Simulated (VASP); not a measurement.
Consider the following.

```xyz
1
Lattice="-2.7706 2.7706 2.7706 2.7706 -2.7706 2.7706 2.7706 2.7706 -2.7706" Properties=species:S:1:pos:R:3 pbc="T T T"
Rb     0.0000     0.0000     0.0000
```

Computed with optB86b-vdW, VASP's PBE PAW potentials (set 64) (plane waves; VASP). Settings: 520 eV cut-off, Gaussian smearing of 0.050 eV, potentials Rb_sv.

Give the energies of bands 5 to 7 at the high-symmetry points, in eV from the Fermi level.

```csv
band,Γ,H,N,P
5,-2.09,1.18,0.19,1.30
6,3.71,1.18,0.82,1.30
7,3.71,3.42,2.57,1.30
```

It has no gap at this level: it comes out as a metal or semimetal.

The compound is Rb in the bcc structure. It was relaxed first, which changed the volume by -6 %.
